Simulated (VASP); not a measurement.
Here is the system:

```
ZrO2
1.0
    0.00000     2.49878     2.49878
    2.49878     0.00000     2.49878
    2.49878     2.49878     0.00000
Zr O
1 2
Direct
  0.00000   0.00000   0.00000
  0.25000   0.25000   0.25000
  0.75000   0.75000   0.75000
```

Level of theory: revTPSS meta-GGA, VASP's PBE PAW potentials (set 64) (plane waves; VASP 6.6.1). Run with 520 eV cut-off, 8×8×8 Γ-centred mesh, Gaussian smearing of 0.050 eV, potentials Zr_sv O.

Estimate the energy per atom (σ→0), pressure, band gap (on the k-mesh) with the smallest direct gap where there is one.

- band gap (on the k-mesh): 3.56 eV
- smallest direct gap (on the k-mesh): 4.00 eV
- energy per atom (σ→0): -6.924 eV/atom
- pressure: 174.6 kbar

The compound is ZrO2 in the fluorite structure, the high-temperature cubic form, which is unstable at 0 K; the monoclinic form is the stable one. This cell is one point of a volume scan, at 0.94 of the reference volume.
